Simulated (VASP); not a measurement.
# Zn2PtCl6 (Fm-3m) in VASP: single point with r2SCAN

Aim: the single point of Zn2PtCl6 with r2SCAN.

All numbers are computed with VASP 6.6.1; they aren't measurements. Logs are shortened: lines on timing, memory, paths and dates and some standing lists are left out, and cuts for length are marked.

### Step 1. Starting point

Symmetry: Fm-3m, No. 225, cubic system. Conventional cell: a = 8.961 Å, b = 8.961 Å, c = 8.961 Å, α = 90.00°, β = 90.00°, γ = 90.00°. Pt (site symmetry m-3m) has 6 Cl at 2.11 Å as nearest neighbours. Around Zn (site symmetry -43m) lie 12 Cl at 3.17 Å. Cl (site symmetry 4mm) is surrounded by 1 Pt at 2.11 Å.

The cell was built by a generator and needn't be a form met in nature.

### Step 2. Single point, r2SCAN

Input file POSCAR:

```
Zn2PtCl6
1.0
    0.0000000000      4.4802850000      4.4802850000
    4.4802850000      0.0000000000      4.4802850000
    4.4802850000      4.4802850000      0.0000000000
Pt Zn Cl
1 2 6
Direct
    0.0000000000      0.0000000000      0.0000000000
    0.2500000000      0.2500000000      0.2500000000
    0.7500000000      0.7500000000      0.7500000000
    0.7650000000      0.2350000000      0.2350000000
    0.2350000000      0.7650000000      0.2350000000
    0.2350000000      0.7650000000      0.7650000000
    0.7650000000      0.2350000000      0.7650000000
    0.2350000000      0.2350000000      0.7650000000
    0.7650000000      0.7650000000      0.2350000000
```

Input file INCAR.step1:

```
PREC     = Accurate       # precision mode
ENCUT    = 520            # plane-wave cutoff, eV
ISMEAR   = -5             # smearing method
SIGMA    = 0.0228         # smearing width, eV
LREAL    = False          # projectors in reciprocal space
LASPH    = True           # aspherical terms in the spheres
NELM     = 100            # most SCF steps
LMAXMIX  = 4              # l up to which the mixer works
NBANDS   = 48             # bands
GGA      = PE             # functional
ALGO     = Normal         # electronic algorithm
EDIFF    = 1E-4           # SCF threshold, eV
LWAVE    = True           # write WAVECAR
LCHARG   = False          # write CHGCAR
```

Input file INCAR.step2:

```
PREC     = Accurate       # precision mode
ENCUT    = 520            # plane-wave cutoff, eV
EDIFF    = 1E-6           # SCF threshold, eV
ISMEAR   = -1             # smearing method
SIGMA    = 0.0228         # smearing width, eV
LREAL    = False          # projectors in reciprocal space
LASPH    = True           # aspherical terms in the spheres
NELM     = 100            # most SCF steps
ALGO     = Normal         # electronic algorithm
ISIF     = 2              # what is computed and relaxed
LWAVE    = False          # write WAVECAR
LCHARG   = False          # write CHGCAR
LMAXMIX  = 4              # l up to which the mixer works
METAGGA  = R2SCAN         # meta-GGA
LMIXTAU  = True         
LORBIT   = 11             # projections on sites
NBANDS   = 48             # bands
ISTART   = 1
```

Input file KPOINTS:

```
regular mesh
0
Gamma
  7 7 7
```

Potentials or basis: VASP PAW PBE potentials, release 64 (Pt, Zn, Cl).

The run is started by

```
$ cat potpaw_PBE.64/Pt/POTCAR potpaw_PBE.64/Zn/POTCAR potpaw_PBE.64/Cl/POTCAR > POTCAR
$ cp INCAR.step1 INCAR
$ mpirun -np 1 vasp_std > vasp.out
$ cp INCAR.step2 INCAR
$ mpirun -np 1 vasp_std > vasp.out
```

OUTCAR:

```text
PREC = Accurate
   ENCUT = 520
   EDIFF = 1E-6
   ISMEAR = -1
   LREAL = False
   LASPH = True
   NELM = 100
   ISIF = 2
   METAGGA = R2SCAN
   LORBIT = 11
   ISTART = 1

 ion  position               nearest neighbor table
   1  0.000  0.000  0.000-   4 2.11   5 2.11   6 2.11   7 2.11   8 2.11   9 2.11
   2  0.250  0.250  0.250-
   3  0.750  0.750  0.750-
   4  0.765  0.235  0.235-   1 2.11
   5  0.235  0.765  0.235-   1 2.11
   6  0.235  0.765  0.765-   1 2.11
   7  0.765  0.235  0.765-   1 2.11
   8  0.235  0.235  0.765-   1 2.11
   9  0.765  0.765  0.235-   1 2.11

  LATTYP: Found a face centered cubic cell.
 ALAT       =     8.9605700000

  Lattice vectors:

 A1 = (   0.0000000000,   4.4802850000,   4.4802850000)
 A2 = (   4.4802850000,   0.0000000000,   4.4802850000)
 A3 = (   4.4802850000,   4.4802850000,   0.0000000000)

Analysis of symmetry for initial positions (statically):
=====================================================================
 Subroutine PRICEL returns:
 Original cell was already a primitive cell.

 Routine SETGRP: Setting up the symmetry group for a
 face centered cubic supercell.

 Subroutine GETGRP returns: Found 48 space group operations
 (whereof 48 operations were pure point group operations)
 out of a pool of 48 trial point group operations.

The static configuration has the point symmetry O_h .

Analysis of symmetry for dynamics (positions and initial velocities):
=====================================================================
 Subroutine PRICEL returns:
 Original cell was already a primitive cell.

 Routine SETGRP: Setting up the symmetry group for a
 face centered cubic supercell.

 Subroutine GETGRP returns: Found 48 space group operations
 (whereof 48 operations were pure point group operations)
 out of a pool of 48 trial point group operations.

The dynamic configuration has the point symmetry O_h .

 Subroutine INISYM returns: Found 48 space group operations
 (whereof 48 operations are pure point group operations),
 and found     1 'primitive' translations

----------------------------------------------------------------------------------------

                                     Primitive cell

  volume of cell :     179.8651

  direct lattice vectors                    reciprocal lattice vectors
     0.000000000  4.480285000  4.480285000    -0.111600043  0.111600043  0.111600043
     4.480285000  0.000000000  4.480285000     0.111600043 -0.111600043  0.111600043
     4.480285000  4.480285000  0.000000000     0.111600043  0.111600043 -0.111600043

  length of vectors
     6.336079810  6.336079810  6.336079810     0.193296945  0.193296945  0.193296945

  position of ions in fractional coordinates (direct lattice)
     0.000000000  0.000000000  0.000000000
     0.250000000  0.250000000  0.250000000
     0.750000000  0.750000000  0.750000000
     0.765000000  0.235000000  0.235000000
     0.235000000  0.765000000  0.235000000
     0.235000000  0.765000000  0.765000000
     0.765000000  0.235000000  0.765000000
     0.235000000  0.235000000  0.765000000
     0.765000000  0.765000000  0.235000000

  ion indices of the primitive-cell ions
   primitive index   ion index
                 1           1
                 2           2
                 3           3
                 4           4
                 5           5
                 6           6
                 7           7
                 8           8
                 9           9

----------------------------------------------------------------------------------------

 KPOINTS: regular mesh

Automatic generation of k-mesh.
 Grid dimensions read from file:
 generate k-points for:    7    7    7

 Generating k-lattice:

  Cartesian coordinates                     Fractional coordinates (reciprocal lattice)
    -0.015942863  0.015942863  0.015942863     0.142857143  0.000000000  0.000000000
     0.015942863 -0.015942863  0.015942863     0.000000000  0.142857143  0.000000000
     0.015942863  0.015942863 -0.015942863     0.000000000  0.000000000  0.142857143

  Length of vectors
     0.027613849  0.027613849  0.027613849

  Shift w.r.t. Gamma in fractional coordinates (k-lattice)
     0.000000000  0.000000000  0.000000000

 Subroutine IBZKPT returns following result:
 ===========================================

 Found     20 irreducible k-points:

 Following reciprocal coordinates:
            Coordinates               Weight
  0.000000  0.000000  0.000000      1.000000
  0.142857  0.000000  0.000000      8.000000
  0.285714  0.000000  0.000000      8.000000
  0.428571  0.000000  0.000000      8.000000
  0.142857  0.142857  0.000000      6.000000
  0.285714  0.142857  0.000000     24.000000
[... 12 lines left out ...]
 -0.428571  0.428571  0.142857     24.000000
 -0.285714  0.428571  0.142857     24.000000
   k-points           NKPTS =     20   k-points in BZ     NKDIM =     20   number of bands    NBANDS=     48
   number of dos      NEDOS =    301   number of ions     NIONS =      9
   total plane-waves  NPLWV = 110592
   dimension x,y,z NGX =    48 NGY =   48 NGZ =   48
   dimension x,y,z NGXF=    96 NGYF=   96 NGZF=   96
   ions per type =               1   2   6
   NGX,Y,Z   is equivalent  to a cutoff of  12.59, 12.59, 12.59 a.u.
   NGXF,Y,Z  is equivalent  to a cutoff of  25.19, 25.19, 25.19 a.u.
 SYSTEM =  unknown system
   PREC   = accura    normal or accurate (medium, high low for compatibility)
   ISTART =      1    job   : 0-new  1-cont  2-samecut
   ICHARG =      0    charge: 1-file 2-atom 10-const
   ISPIN  =      1    spin polarized calculation?
   LNONCOLLINEAR =      F non collinear calculations
   LSORBIT =      F    spin-orbit coupling
   LASPH  =      T    aspherical Exc in radial PAW
   ENCUT  =  520.0 eV  38.22 Ry    6.18 a.u.  11.78 11.78 11.78*2*pi/ulx,y,z
   NELM   =    100;   NELMIN=  2; NELMDL=  0     # of ELM steps
   EDIFF  = 0.1E-05   stopping-criterion for ELM
   LREAL  =      F    real-space projection
   EDIFFG = 0.1E-04   stopping-criterion for IOM
   NSW    =      0    number of steps for IOM
   IBRION =     -1    ionic relax: 0-MD 1-quasi-New 2-CG
   NFREE  =      0    steps in history (QN), initial steepest desc. (CG)
   ISIF   =      2    stress and relaxation
   ISYM   =      2    0-nonsym 1-usesym 2-fastsym
   POTIM  = 0.5000    time-step for ionic-motion
   TEBEG  =    0.0;   TEEND  =   0.0 temperature during run
   PSTRESS=    0.0 pullay stress
   NELECT =      76.0000    total number of electrons
   NUPDOWN=      -1.0000    fix difference up-down
   EMIN   =  10.00;   EMAX   =-10.00  energy-range for DOS
   EFERMI =   0.00;   METHOD = LEGACY
   ISMEAR =    -1;   SIGMA  =   0.02  broadening in eV -4-tet -1-fermi 0-gaus
   EFERMI_NEDOS =   21; number of points for ismear=-14 and -15
   IALGO  =     38    algorithm
   IMIX   =      4    mixing-type and parameters
     AMIX     =   0.40;   BMIX     =  1.00
     AMIX_MAG =   1.60;   BMIX_MAG =  1.00
  volume/ion in A,a.u.               =      19.99       134.87
  Fermi-wavevector in a.u.,A,eV,Ry     =   1.228468  2.321467 20.532998  1.509133
  Thomas-Fermi vector in A             =   2.363392
   LORBIT       =     11    0 simple, 1 ext, 2 COOP (PROOUT), +10 PAW based schemes
   METAGGA = R2SCAN    functional components
   LHFCALC =     F    Hartree Fock is set to
   AEXX    =    0.0000 exact exchange contribution
   IVDW    =     0    specifies the selected vdW correction
   LEPSILON=     F    determine dielectric tensor
   LRPA    =     F    only Hartree local field effects (RPA)
 non-spin polarized calculation
  energy-cutoff  :      520.00
  volume of cell :      179.87
 maximum number of plane-waves:      4909
   NGX = 23   NGY = 23   NGZ = 23

 number of electron      75.9999977 magnetization

 Free energy of the ion-electron system (eV)
  ---------------------------------------------------
  ext. energy  EPLUGINS =         0.00000000
  ---------------------------------------------------
  free energy    TOTEN  =      -106.04000826 eV

  energy without entropy =     -106.03404644  energy(sigma->0) =     -106.03702735

 E-fermi :   4.1107     XC(G=0): -10.3415

 val. band max:        4.0785404201   @ k =   0.4286   0.0000   0.0000
 cond. band min:       4.1239964563   @ k =   0.4286   0.2857   0.0000
 fundamental gap:      0.0454560363
 Fermi energy:         4.1107452057

 k-point     1 :       0.0000    0.0000    0.0000
  band No.  band energies     occupation
      1     -14.8220      2.00000
      2     -13.2449      2.00000
      3     -13.2449      2.00000
      4     -12.9344      2.00000
      5     -12.9344      2.00000
      6     -12.9344      2.00000
[... 40 lines left out ...]
     47      10.9300      0.00000
     48      11.0543      0.00000

 k-point     2 :       0.1429    0.0000    0.0000
  band No.  band energies     occupation
      1     -14.7889      2.00000
      2     -13.2672      2.00000
      3     -13.2672      2.00000
      4     -12.9938      2.00000
      5     -12.9103      2.00000
      6     -12.9103      2.00000
[... 40 lines left out ...]
     47      10.8737      0.00000
     48      10.8739      0.00000

 k-point     3 :       0.2857    0.0000    0.0000
  band No.  band energies     occupation
      1     -14.7067      2.00000
      2     -13.3087      2.00000
      3     -13.3087      2.00000
      4     -13.1335      2.00000
      5     -12.8647      2.00000
      6     -12.8647      2.00000
[... 40 lines left out ...]
     47      10.5243      0.00000
     48      10.5245      0.00000

 k-point     4 :       0.4286    0.0000    0.0000
  band No.  band energies     occupation
      1     -14.6302      2.00000
      2     -13.3367      2.00000
      3     -13.3367      2.00000
      4     -13.2547      2.00000
      5     -12.8334      2.00000
      6     -12.8334      2.00000
[... 754 lines left out ...]
     47       9.9306      0.00000
     48      11.9503      0.00000

 k-point    19 :      -0.4286    0.4286    0.1429
  band No.  band energies     occupation
      1     -14.5679      2.00000
      2     -13.5035      2.00000
      3     -13.2741      2.00000
      4     -13.0237      2.00000
      5     -12.9816      2.00000
      6     -12.9174      2.00000
[... 40 lines left out ...]
     47       9.6318      0.00000
     48      12.2551      0.00000

 k-point    20 :      -0.2857    0.4286    0.1429
  band No.  band energies     occupation
      1     -14.5580      2.00000
      2     -13.5062      2.00000
      3     -13.3013      2.00000
      4     -13.0086      2.00000
      5     -13.0031      2.00000
      6     -12.8939      2.00000
[... 40 lines left out ...]
     47       9.7073      0.00000
     48      12.4133      0.00000

------------------------ aborting loop because EDIFF is reached ----------------------------------------

  FORCE on cell =-STRESS in cart. coord.  units (eV):
  Direction    XX          YY          ZZ          XY          YZ          ZX
  --------------------------------------------------------------------------------------
  -------------------------------------------------------------------------------------
  Total       23.4285338     23.4285338     23.4285338     -0.0000000     -0.0000000     -0.0000000
  in kB      208.6934282    208.6934282    208.6934282     -0.0000000     -0.0000000     -0.0000000
  external PRESSURE =     208.6934282 kB  Pullay stress =       0.0000000 kB

 VOLUME and BASIS-vectors are now :
 -----------------------------------------------------------------------------
  energy-cutoff  :      520.00
  volume of cell :      179.87
      direct lattice vectors                 reciprocal lattice vectors
     0.000000000  4.480285000  4.480285000    -0.111600043  0.111600043  0.111600043
     4.480285000  0.000000000  4.480285000     0.111600043 -0.111600043  0.111600043
     4.480285000  4.480285000  0.000000000     0.111600043  0.111600043 -0.111600043

 POSITION                                       TOTAL-FORCE (eV/Angst)
 -----------------------------------------------------------------------------------
      0.00000      0.00000      0.00000        -0.000000      0.000000      0.000000
      2.24014      2.24014      2.24014        -0.000000     -0.000000      0.000000
      6.72043      6.72043      6.72043        -0.000000      0.000000      0.000000
      2.10573      4.48029      4.48029         5.207321      0.000000      0.000000
      4.48029      2.10573      4.48029        -0.000000      5.207321      0.000000
      6.85484      4.48029      4.48029        -5.207321      0.000000      0.000000
      4.48029      6.85484      4.48029        -0.000000     -5.207321      0.000000
      4.48029      4.48029      2.10573        -0.000000      0.000000      5.207321
      4.48029      4.48029      6.85484        -0.000000      0.000000     -5.207321
 -----------------------------------------------------------------------------------
    total drift:                               -0.000000     -0.000000     -0.000000

  FREE ENERGIE OF THE ION-ELECTRON SYSTEM (eV)
  ---------------------------------------------------
  free  energy   TOTEN  =      -106.0400082617 eV

  energy  without entropy=     -106.0340464447  energy(sigma->0) =     -106.03702735

 total charge

# of ion       s       p       d       tot
------------------------------------------
    1        0.837   1.299   8.306  10.442
    2        0.611   0.077   9.783  10.471
    3        0.611   0.077   9.783  10.471
    4        1.625   3.575   0.000   5.200
    5        1.625   3.575   0.000   5.200
    6        1.625   3.575   0.000   5.200
    7        1.625   3.575   0.000   5.200
    8        1.625   3.575   0.000   5.200
    9        1.625   3.575   0.000   5.200
--------------------------------------------------
tot         11.808  22.906  27.871  62.585
```

Wall time 12 min (1 thread of Intel Xeon Platinum 8375C at 2.90GHz (Ice Lake), shared host); peak memory 0.45 GiB.

Results:

```yaml
Free_energy: -106.0400 eV
Pressure: 20.9 GPa
Largest_force: 5.207 eV/Å
Band_gap_on_the_k_mesh: none (metal or under the smearing width)
Valence_electrons_inside_the_program's_atomic_spheres: Pt 10.44; Zn 10.47; Cl 5.20
```

Forces in eV/Å, atoms in the order of the input:
```
Pt   0.000  0.000  0.000
Zn   0.000  0.000  0.000
Zn   0.000  0.000  0.000
Cl   5.207  0.000  0.000
Cl   0.000  5.207  0.000
Cl  -5.207  0.000  0.000
Cl   0.000 -5.207  0.000
Cl   0.000  0.000  5.207
Cl   0.000  0.000 -5.207
```

Caveat: so large a pressure means that the cell lies far from this level's equilibrium, or that cutoff or potentials fall short; the potentials were made for another functional, which shifts forces and pressure. The run has no spin-orbit coupling, so splittings on Pt are missing.
